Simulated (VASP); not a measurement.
VASP ran on this input.

### POSCAR
```
CeO2
1
    0.0000000000     2.6851605939     2.6986538632
    2.6986538632     0.0000000000     2.6986538632
    2.6986538632     2.6851605939     0.0000000000
Ce O
1 2
Direct
  0.0000000000   0.0000000000   0.0000000000
  0.2500000000   0.2500000000   0.2500000000
  0.7500000000   0.7500000000   0.7500000000
```

### KPOINTS
```
Automatic
0
gamma
 8 8 8
```

INCAR:
```
ALGO = Normal
EDIFF = 1E-7
ENCUT = 600
GGA = PS
ISIF = 2
ISMEAR = 0
LASPH = .TRUE.
LCHARG = .FALSE.
LMAXMIX = 6
LREAL = .FALSE.
LWAVE = .FALSE.
NELM = 100
PREC = Accurate
SIGMA = 0.05
SYSTEM = CeO2
```

POTCAR, in this order: Ce O (PBE.64 set). Program: vasp_std.

### Question
Write an equivalent input for Ansatz.

### Answer
One equivalent input (not run):
Ansatz 0.2 input:
```yaml
crystal:
  lattice:
    - [0.0000000, 2.6851606, 2.6986539]
    - [2.6986539, 0.0000000, 2.6986539]
    - [2.6986539, 2.6851606, 0.0000000]
  atoms:
    - { symbol: Ce, position: [0.0000000, 0.0000000, 0.0000000] }
    - { symbol: O, position: [0.2500000, 0.2500000, 0.2500000] }
    - { symbol: O, position: [0.7500000, 0.7500000, 0.7500000] }
kpoints:
  mp_grid: { grid: [8, 8, 8] }
hamiltonian:
  xc: pbesol
  pseudopotentials: { kind: paw }
scf:
  occupations: { method: gaussian, width: 0.05 }
  max_iter: 100
output: { forces: true, stress: true, eigenvalues: true }
```
What does not carry over: each code has its own PAW files, so the cut-off isn't converted (ENCUT is set for VASP's; basis.ecutwfc is left out, and Ansatz then takes the one that its files recommend); Ansatz stops its SCF on the density residual and VASP on the energy change (EDIFF).

The compound is CeO2 in the fluorite structure. This cell was strained or had an atom moved on purpose.
